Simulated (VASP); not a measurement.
Level of theory: PBEsol GGA, VASP's PBE PAW potentials (set 64) (plane waves; VASP).

VASP input:

**POSCAR**
```
PtAl2
1.0
  0.0000000000   2.9471418610   2.9471418610
  2.9471418610   0.0000000000   2.9471418610
  2.9471418610   2.9471418610   0.0000000000
Al Pt
2 1
direct
  0.2500000000   0.2500000000   0.2500000000
  0.7500000000   0.7500000000   0.7500000000
  0.0000000000   0.0000000000   0.0000000000
```

KPOINTS:
```
kpoints
0
G
  8 8 8
0 0 0
```

**INCAR**
```
SYSTEM = PtAl2
PREC = Accurate
ENCUT = 400
EDIFF = 1E-6
NELM = 100
ALGO = Normal
LREAL = .FALSE.
LASPH = .TRUE.
ISMEAR = 1
SIGMA = 0.1
GGA = PS
LMAXMIX = 6
LWAVE = .FALSE.
LCHARG = .FALSE.
IBRION = 2
ISIF = 3
NSW = 60
EDIFFG = -0.02
```

POTCAR, in this order: Al Pt (PBE.64 set). Program: vasp_std.

Output

OUTCAR:
```
 ion  position               nearest neighbor table
   1  0.250  0.250  0.250-   3 2.55   3 2.55   3 2.55   3 2.55   2 2.95   2 2.95   2 2.95   2 2.95
                             2 2.95   2 2.95
   2  0.750  0.750  0.750-   3 2.55   3 2.55   3 2.55   3 2.55   1 2.95   1 2.95   1 2.95   1 2.95
                             1 2.95   1 2.95
   3  0.000  0.000  0.000-   2 2.55   2 2.55   2 2.55   1 2.55   1 2.55   1 2.55   2 2.55   1 2.55
  LATTYP: Found a face centered cubic cell.
 ALAT       =     5.8942837220
 Subroutine PRICEL returns:
 Original cell was already a primitive cell.
 Subroutine GETGRP returns: Found 48 space group operations
The static configuration has the point symmetry O_h .
The dynamic configuration has the point symmetry O_h .
 Subroutine INISYM returns: Found 48 space group operations
 Subroutine IBZKPT returns following result:
 Found     29 irreducible k-points:

 Following reciprocal coordinates:
            Coordinates               Weight
  0.000000  0.000000  0.000000      1.000000
  0.125000  0.000000  0.000000      8.000000
  0.250000  0.000000  0.000000      8.000000
  0.375000  0.000000  0.000000      8.000000
  0.500000  0.000000  0.000000      4.000000
  0.125000  0.125000  0.000000      6.000000
  0.250000  0.125000  0.000000     24.000000
  0.375000  0.125000  0.000000     24.000000
  0.500000  0.125000  0.000000     24.000000
 -0.375000  0.125000  0.000000     24.000000
 -0.250000  0.125000  0.000000     24.000000
 -0.125000  0.125000  0.000000     12.000000
  0.250000  0.250000  0.000000      6.000000
  0.375000  0.250000  0.000000     24.000000
  0.500000  0.250000  0.000000     24.000000
 -0.375000  0.250000  0.000000     24.000000
 -0.250000  0.250000  0.000000     12.000000
  0.375000  0.375000  0.000000      6.000000
  0.500000  0.375000  0.000000     24.000000
 -0.375000  0.375000  0.000000     12.000000
  0.500000  0.500000  0.000000      3.000000
  0.375000  0.250000  0.125000     24.000000
  0.500000  0.250000  0.125000     48.000000
 -0.375000  0.250000  0.125000     24.000000
  0.500000  0.375000  0.125000     24.000000
 -0.375000  0.375000  0.125000     48.000000
 -0.250000  0.375000  0.125000     24.000000
 -0.375000  0.500000  0.125000     12.000000
 -0.250000  0.500000  0.250000      6.000000
   k-points           NKPTS =     29   k-points in BZ     NKDIM =     29   number of bands    NBANDS=     12
   number of dos      NEDOS =    301   number of ions     NIONS =      3
   total plane-waves  NPLWV =  21952
   dimension x,y,z NGX =    28 NGY =   28 NGZ =   28
   dimension x,y,z NGXF=    56 NGYF=   56 NGZF=   56
   ions per type =               2   1
   PREC   = accura    normal or accurate (medium, high low for compatibility)
   ISTART =      0    job   : 0-new  1-cont  2-samecut
   ICHARG =      2    charge: 1-file 2-atom 10-const
   ISPIN  =      1    spin polarized calculation?
   LNONCOLLINEAR =      F non collinear calculations
   LSORBIT =      F    spin-orbit coupling
   INIWAV =      1    electr: 0-lowe 1-rand  2-diag
   ENCUT  =  400.0 eV  29.40 Ry    5.42 a.u.   6.80  6.80  6.80*2*pi/ulx,y,z
   NELM   =    100;   NELMIN=  2; NELMDL= -5     # of ELM steps
   EDIFF  = 0.1E-05   stopping-criterion for ELM
   LREAL  =      F    real-space projection
   NLSPLINE    = F    spline interpolate recip. space projectors
   LMAXMIX     =    6 max onsite mixed and CHGCAR
   VOSKOWN=      0    Vosko Wilk Nusair interpolation
   EDIFFG = -.2E-01   stopping-criterion for IOM
   NSW    =     60    number of steps for IOM
   NBLOCK =      1;   KBLOCK =     60    inner block; outer block
   IBRION =      2    ionic relax: 0-MD 1-quasi-New 2-CG
   NFREE  =      1    steps in history (QN), initial steepest desc. (CG)
   ISIF   =      3    stress and relaxation
   ISYM   =      2    0-nonsym 1-usesym 2-fastsym
...
```

### OSZICAR
```
       N       E                     dE             d eps       ncg     rms          rms(c)
DAV:   1     0.382717716349E+02    0.38272E+02   -0.57610E+03   736   0.903E+02
DAV:   2    -0.168540419357E+02   -0.55126E+02   -0.49676E+02   808   0.168E+02
DAV:   3    -0.183858388586E+02   -0.15318E+01   -0.14954E+01   896   0.273E+01
DAV:   4    -0.183997572285E+02   -0.13918E-01   -0.13893E-01   820   0.299E+00
DAV:   5    -0.183999634308E+02   -0.20620E-03   -0.20618E-03   880   0.394E-01    0.908E+00
DAV:   6    -0.178804370587E+02    0.51953E+00   -0.27248E+00   800   0.161E+01    0.227E+00
DAV:   7    -0.177869223085E+02    0.93515E-01   -0.21574E-01   776   0.473E+00    0.171E+00
DAV:   8    -0.177492545446E+02    0.37668E-01   -0.34802E-02   816   0.173E+00    0.266E-01
DAV:   9    -0.177489707343E+02    0.28381E-03   -0.21158E-03   836   0.445E-01    0.170E-01
DAV:  10    -0.177490154397E+02   -0.44705E-04   -0.24420E-04   820   0.141E-01    0.198E-02
DAV:  11    -0.177490107077E+02    0.47319E-05   -0.18603E-05   832   0.449E-02    0.887E-03
DAV:  12    -0.177490107664E+02   -0.58682E-07   -0.14676E-06   556   0.985E-03
   1 F= -.17749011E+02 E0= -.17749343E+02  d E =-.177490E+02
```

OUTCAR:
```
------------------------ aborting loop because EDIFF is reached ----------------------------------------
  FORCE on cell =-STRESS in cart. coord.  units (eV):
  Direction    XX          YY          ZZ          XY          YZ          ZX
  --------------------------------------------------------------------------------------
  Total        0.0342707      0.0342707      0.0342707     -0.0000000     -0.0000000      0.0000000
  in kB        1.0725071      1.0725071      1.0725071     -0.0000000     -0.0000000      0.0000000
  external PRESSURE =       1.0725071 kB  Pullay stress =       0.0000000 kB
  volume of cell :       51.20
      direct lattice vectors                 reciprocal lattice vectors
     0.000000000  2.947141861  2.947141861    -0.169655898  0.169655898  0.169655898
     2.947141861  0.000000000  2.947141861     0.169655898 -0.169655898  0.169655898
     2.947141861  2.947141861  0.000000000     0.169655898  0.169655898 -0.169655898
 POSITION                                       TOTAL-FORCE (eV/Angst)
 -----------------------------------------------------------------------------------
      1.47357      1.47357      1.47357         0.000000      0.000000      0.000000
      4.42071      4.42071      4.42071         0.000000     -0.000000     -0.000000
      0.00000      0.00000      0.00000        -0.000000     -0.000000      0.000000
 -----------------------------------------------------------------------------------
    total drift:                               -0.000000     -0.000000      0.000000
  FREE ENERGIE OF THE ION-ELECTRON SYSTEM (eV)
  ---------------------------------------------------
  free  energy   TOTEN  =       -17.7490107664 eV

  energy  without entropy=      -17.7500087270  energy(sigma->0) =      -17.74934342

 reached required accuracy - stopping structural energy minimisation
```
(Selected blocks of OUTCAR.)

The compound is PtAl2 in the fluorite structure. It was relaxed first. The start is the result of an earlier pass.
